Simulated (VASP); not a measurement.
```yaml
crystal:
  lattice:
    - [3.01742, 0.00000, 0.00000]
    - [0.00000, 2.90136, 0.00000]
    - [0.00000, 0.00000, 2.90136]
  atoms:
    - { symbol: Ag, position: [0.00000, 0.00000, 0.00000] }
    - { symbol: B, position: [0.50000, 0.50000, 0.50000] }
```

All values below come from r2SCAN meta-GGA, VASP's PBE PAW potentials (set 64) (plane waves; VASP). Numerical set-up: 600 eV cut-off, 12×12×12 Γ-centred mesh, first-order Methfessel-Paxton smearing of 0.10 eV, potentials Ag B.

Task: Give the stress tensor in GPa (positive for a compressed cell).

Result: 
```
-5.43   0.00   0.00
 0.00  -3.73   0.00
 0.00   0.00  -3.73
```
The pressure is its mean diagonal, -4.29 GPa.

The structure was generated: AgB was put into the CsCl type (Pm-3m), which need not be its known phase. This cell was strained or had an atom moved on purpose.
